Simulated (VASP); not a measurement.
Shape and ions are relaxed at each volume.

Energy against volume of NiSb (NiAs type). Level of theory: r2SCAN meta-GGA, VASP's PBE PAW potentials (set 64) (plane waves; VASP 6.6.1).

```tsv
V (Å³/atom)	E (eV/atom)
16.105	-19.06618
16.619	-19.08626
17.133	-19.09193
17.647	-19.08561
18.161	-19.06938
```

**Question.** Fit a third-order Birch-Murnaghan equation of state.

**Answer.** 
The volume per atom is 17.10 Å³/atom and the bulk modulus is 125 GPa. The pressure derivative of the bulk modulus comes out as 5.22.

The compound is NiSb in the NiAs type structure. It was relaxed first. The run is not spin-polarised, so no magnetic state was tried.
